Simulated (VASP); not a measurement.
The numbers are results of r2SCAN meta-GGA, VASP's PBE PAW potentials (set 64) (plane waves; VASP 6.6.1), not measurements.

The input files of a VASP run:

File KPOINTS:
```
Automatic mesh
0
Gamma
8 8 8
0 0 0
```

INCAR:
```
SYSTEM = ZnS
PREC = Accurate
ENCUT = 400
EDIFF = 1E-6
NELM = 100
ALGO = Normal
LREAL = .FALSE.
LASPH = .TRUE.
ISMEAR = 0
SIGMA = 0.05
METAGGA = R2SCAN
LMIXTAU = .TRUE.
LMAXMIX = 4
LWAVE = .FALSE.
LCHARG = .FALSE.
IBRION = 2
ISIF = 3
NSW = 60
EDIFFG = -0.01
```

File POSCAR:
```
ZnS
1
    0.0000000000     2.6896951310     2.6896951310
    2.6896951310     0.0000000000     2.6896951310
    2.6896951310     2.6896951310     0.0000000000
Zn S
1 1
Direct
  0.0000000000   0.0000000000   0.0000000000
  0.2500000000   0.2500000000   0.2500000000
```

POTCAR, in this order: Zn S (PBE.64 set). Program: vasp_std.

Problem. Estimate the energy per atom (σ→0), volume per atom, band gap (on the k-mesh).

Solution. 
energy per atom (σ→0): -9.430 eV/atom
band gap (on the k-mesh): 2.73 eV
volume per atom: 19.48 Å³/atom

OSZICAR:
```
...
DAV:   1    -0.188606676104E+02   -0.19937E-03   -0.23452E-03   889   0.118E+00    0.979E-02
DAV:   2    -0.188604730177E+02    0.19459E-03   -0.52235E-04   899   0.738E-01    0.393E-02
DAV:   3    -0.188604633632E+02    0.96545E-05   -0.14680E-05   764   0.392E-02    0.187E-02
DAV:   4    -0.188604615373E+02    0.18259E-05   -0.16676E-05   814   0.470E-02    0.888E-03
DAV:   5    -0.188604645861E+02   -0.30488E-05   -0.19101E-06   679   0.165E-02    0.758E-03
DAV:   6    -0.188604670149E+02   -0.24287E-05   -0.18405E-06   596   0.154E-02    0.334E-03
DAV:   7    -0.188604680000E+02   -0.98512E-06   -0.67542E-07   377   0.113E-02
  20 F= -.18860468E+02 E0= -.18860468E+02  d E =0.237521E-06
```

The structure was generated: ZnS was put into the zinc blende type (F-43m), which need not be its known phase. This run relaxes it. Symmetry was kept, so distortions that lower it aren't found. The start is the result of an earlier pass.
